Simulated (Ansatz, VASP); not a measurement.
# Cross-check of Al32Si11O22 (amorphous SiO2 against Al(111), 8.8 A) between VASP and Ansatz, part 2 of 2

Aim: how closely do two programs agree when they are given the same cell, functional and k mesh? Of the first pair: The structure shown is the start of the Ansatz relaxation below; VASP solves that cell, so the two are compared at the walk's first step.

VASP 6.6.1 and Ansatz 0.2.0.

So far. Step 3 (VASP: single point, PBE, start cell, pair 1): The run ends at a pressure of 4.89 GPa, with forces up to 3.0 eV/Å.

## 5. Ansatz: relaxation, PBE

Level of this step: Ansatz beside VASP: Kohn-Sham DFT, plane waves, PBE (Ansatz).

This run makes the geometry at which the two programs are then compared. The cell compared in this pair holds 2171.97 Å³, against 2067.12 Å³ for the pair before.

The structure compared here is the end of the Ansatz relaxation.

File input.yaml:

```yaml
crystal:
  lattice:
    - [11.42685, 0.0, 0.0]
    - [0.0, 9.89594, 0.0]
    - [0.0, 0.0, 18.28028]
  atoms:
    - { symbol: Al, position: [0.99133, 0.00181, 0.29164] }
    - { symbol: Al, position: [0.38714, 0.94381, 0.04267] }
    - { symbol: Al, position: [0.10792, 0.90334, 0.02302] }
    - { symbol: Al, position: [0.00622, 0.17047, 0.05133] }
    - { symbol: Al, position: [0.239, 0.51036, 0.31993] }
    - { symbol: Al, position: [0.0936, 0.39285, 0.99403] }
    - { symbol: Al, position: [0.33225, 0.46046, 0.06012] }
    - { symbol: Al, position: [0.20791, 0.67954, 0.99697] }
    - { symbol: Al, position: [0.24746, 0.16299, 0.06155] }
    - { symbol: Al, position: [0.11798, 0.10678, 0.17931] }
    - { symbol: Al, position: [0.37386, 0.08725, 0.1746] }
    - { symbol: Al, position: [0.23676, 0.35739, 0.19108] }
    - { symbol: Al, position: [0.95542, 0.66734, 0.02465] }
    - { symbol: Al, position: [0.35589, 0.60059, 0.18155] }
    - { symbol: Al, position: [0.10779, 0.5905, 0.18256] }
    - { symbol: Al, position: [0.99493, 0.83527, 0.16573] }
    - { symbol: Al, position: [0.99333, 0.35197, 0.1729] }
    - { symbol: Al, position: [0.36619, 0.25432, 0.30096] }
    - { symbol: Al, position: [0.11788, 0.25341, 0.31432] }
    - { symbol: Al, position: [0.99415, 0.50343, 0.31073] }
    - { symbol: Al, position: [0.22956, 0.83105, 0.17019] }
    - { symbol: Al, position: [0.11394, 0.76354, 0.29458] }
    - { symbol: Al, position: [0.35891, 0.74798, 0.30337] }
    - { symbol: Al, position: [0.23597, 0.00208, 0.30014] }
    - { symbol: Al, position: [0.39964, 0.87984, 0.41967] }
    - { symbol: Al, position: [0.07063, 0.90403, 0.47091] }
    - { symbol: Al, position: [0.98068, 0.12253, 0.47286] }
    - { symbol: Al, position: [0.12818, 0.42963, 0.44704] }
    - { symbol: Al, position: [0.38712, 0.41991, 0.46699] }
    - { symbol: Al, position: [0.2617, 0.67275, 0.43681] }
[... 94 atom lines left out ...]
    - { symbol: O, position: [0.41373, 0.91916, 0.51852] }
    - { symbol: O, position: [0.35381, 0.67137, 0.95287] }
    - { symbol: O, position: [0.25783, 0.98062, 0.79121] }
    - { symbol: O, position: [0.4614, 0.36153, 0.07712] }
    - { symbol: O, position: [0.96376, 0.8426, 0.06111] }
    - { symbol: O, position: [0.19696, 0.00894, 0.4828] }
kpoints:
  mp_grid: { grid: [1, 2, 1] }
hamiltonian:
  xc: pbe
scf:
  occupations: { method: fermi_dirac, width: 0.1 }
output:
  forces: true
relax:
  f_tol: 0.08
  max_steps: 90
  cell: { fix: [a, b, alpha, beta, gamma] }
```

Run with:

```
$ ansatz run input.yaml --threads 4 --pin off --max-ram 8192MiB --backend cpu --events-out ev --progress --plain --runs-dir out
```

Numbers of over 12 decimals in the logs are rounded to 6 here.

The program printed:

```text
[...]
Crystal: 130 atoms, lattice volume = 2067.123 Å³
Basis set: ecut = 420 eV, 40387 PW (Γ), exchange–correlation on 160×144×250 points (8 copies of the dense FFT grid, shifted against one another)
Bands: 402, of which v1, the nominal top of the filled ones, is band 272 counted from 1 (271 counted from 0)
Symmetry: 1 space group operations
[...]
k-points: 2
[...]
- { symbol: O, position: [0.716459, 0.667966, 0.857598] }
    - { symbol: O, position: [0.202257, 0.479732, 0.685479] }
    - { symbol: O, position: [0.710525, 0.088346, 0.917613] }
    - { symbol: O, position: [0.339068, 0.142596, 0.850466] }
    - { symbol: O, position: [0.643375, 0.915790, 0.822131] }
    - { symbol: O, position: [0.285633, 0.799679, 0.077564] }
    - { symbol: O, position: [0.457620, 0.012381, 0.015784] }
[...]
- { symbol: O, position: [0.293281, 0.993084, 0.744211] }
    - { symbol: O, position: [0.501872, 0.312448, 0.068674] }
    - { symbol: O, position: [0.906062, 0.881941, 0.023777] }
    - { symbol: O, position: [0.247809, -0.00234207, 0.504802] }
```

## 6. VASP: single point, PBE, relaxed cell, pair 2

The same cell, functional, mesh and smearing now go to VASP, with its own data sets.

File INCAR:

```
SYSTEM = Al32Si11O22
PREC = Accurate
ENCUT = 600
EDIFF = 1E-06
NELM = 120
ISMEAR = -1
SIGMA = 0.1
LREAL = Auto
ALGO = Normal
GGA = PE
NBANDS = 368
LORBIT = 11
LWAVE = .FALSE.
LCHARG = .FALSE.
ISIF = 2
LASPH = .TRUE.
GGA_COMPAT = .FALSE.
KPAR = 2
NCORE = 2
```

File POSCAR:

```
Al32Si11O22
1.0
   11.4268500000      0.0000000000      0.0000000000
    0.0000000000      9.8959400000      0.0000000000
    0.0000000000      0.0000000000     19.2074980000
Al Si O
64 22 44
Direct
    0.0225000000      0.9641300000      0.3080800000
    0.3220000000      0.9887000000      0.0670200000
    0.0413700000      0.9721600000      0.0483700000
    0.9271800000      0.2157000000      0.0753500000
    0.2691400000      0.4637300000      0.3014300000
    0.0098800000      0.4687300000      0.9753100000
    0.2550000000      0.4360000000      0.0660900000
    0.1664400000      0.7726200000      0.0044900000
    0.1653600000      0.1890900000      0.0246700000
    0.1420000000      0.0480500000      0.1826200000
    0.3950100000      0.0447100000      0.1908800000
    0.2621300000      0.2883700000      0.1805500000
    0.9150700000      0.7022800000      0.0495800000
    0.3955900000      0.5425300000      0.1802400000
    0.1423000000      0.5410800000      0.1870900000
    0.0198200000      0.8016700000      0.1799800000
    0.0205100000      0.3016500000      0.1957500000
    0.3912000000      0.2237600000      0.2966400000
    0.1432300000      0.2080000000      0.3099600000
    0.0231500000      0.4671300000      0.3141300000
    0.2653000000      0.8007000000      0.1772700000
    0.1443300000      0.7201900000      0.2958200000
    0.3941700000      0.7181900000      0.2900600000
    0.2614000000      0.9649300000      0.3048500000
    0.4101800000      0.8764200000      0.4059500000
    0.1105200000      0.9068300000      0.4844800000
    0.9601300000      0.0944700000      0.5126300000
    0.1603200000      0.3637900000      0.4265400000
    0.3982400000      0.3919600000      0.4300000000
    0.2756400000      0.6485800000      0.4155000000
[... 94 atom lines left out ...]
    0.4661800000      0.9154500000      0.5514700000
    0.3094000000      0.7233100000      0.9611600000
    0.2932800000      0.9930800000      0.7442100000
    0.5018700000      0.3124500000      0.0686700000
    0.9060600000      0.8819400000      0.0237800000
    0.2478100000      0.9976600000      0.5048000000
```

File KPOINTS:

```
Automatic mesh
0
Gamma
1 2 1
0 0 0
```

The projector-augmented-wave data sets are Al, Si and O (PBE family, release 64).

Run with:

```
$ mpirun -np 16 vasp_std
```

The program printed:

```text
[... set-up lines as in an earlier step ...]
 entering main loop
       N       E                     dE             d eps       ncg     rms          rms(c)
DAV:   1     0.292943635118E+04    0.29294E+04   -0.25325E+05  1472   0.142E+03
DAV:   2    -0.402278723197E+03   -0.33317E+04   -0.31365E+04  1832   0.260E+02
DAV:   3    -0.803578685409E+03   -0.40130E+03   -0.39644E+03  1728   0.941E+01
DAV:   4    -0.814227106737E+03   -0.10648E+02   -0.10606E+02  1712   0.161E+01
[...]
DAV:  21    -0.736015203936E+03    0.13384E-04   -0.27046E-05  1704   0.114E-02    0.505E-03
DAV:  22    -0.736015201528E+03    0.24075E-05   -0.13724E-05  1872   0.761E-03    0.663E-03
DAV:  23    -0.736015200653E+03    0.87472E-06   -0.22050E-06  1200   0.316E-03
   1 F= -.73601520E+03 E0= -.73557466E+03  d E =-.881072E+00
```

OUTCAR, selected parts (step 6):

```text
  Total       -4.7472547     20.5418221     -1.4083528      2.7354112      6.1894552      4.4694046
  in kB       -3.5018597     15.1528795     -1.0388855      2.0178033      4.5657133      3.2969008
  external PRESSURE =       3.5373781 kB  Pullay stress =       0.0000000 kB

  FREE ENERGIE OF THE ION-ELECTRON SYSTEM (eV)
  ---------------------------------------------------
  free  energy   TOTEN  =      -736.0152006535 eV

  energy  without entropy=     -735.1341290058  energy(sigma->0) =     -735.57466483

[... 1 part as in an earlier step ...]

[... 2 further parts left out ...]
[key lines of the parts left out:]
E-fermi :   5.2806
```

The run ends at a pressure of 0.35 GPa, with forces up to 0.090 eV/Å.

## 7. Comparison

What differs besides the data sets and the points named for the pairs above, as far as they apply: the cutoff is 420 eV in Ansatz and 600 eV in VASP (PREC = Accurate, projectors in real space). Total energies have different zeros and are not compared.

The two programs side by side:

| quantity | Ansatz | VASP | difference |
| --- | --- | --- | --- |
| pressure (GPa) | 0.44 | 0.35 | +0.09 |

At this near-relaxed geometry the largest component of a force difference is 73 meV/Å.

## 8. Outcome

| Quantity | Value |
| --- | --- |
| r.m.s. force difference (single point, PBE, start cell, pair 1) | 2.4 % of the r.m.s. force |
| r.m.s. force difference (single point, PBE, relaxed cell, pair 2) | 14 meV/Å |

In words: The r.m.s. force difference is 14 meV/Å (single point, PBE, relaxed cell, pair 2), beyond the 12 meV/Å picked in this series as the mark of a large difference. What causes the difference of the single point, PBE, relaxed cell, pair 2 pair stays open here. Such differences can come from data sets, numerical settings and the points named under the comparisons, not from the functional's error against experiment.

[Lines on the potential files, build, host, timing and source positions are cut from VASP's logs without a mark.]

[Logs are printed without paths, hosts, clocks, repeated set-up lines and the standing remarks that a program may print on its own settings, such as how far it seeks lower states.]

[Hosts, paths, dates, database ids (printed as entryN), source tags and the programs' standing remarks are cut or masked in the printed files.]
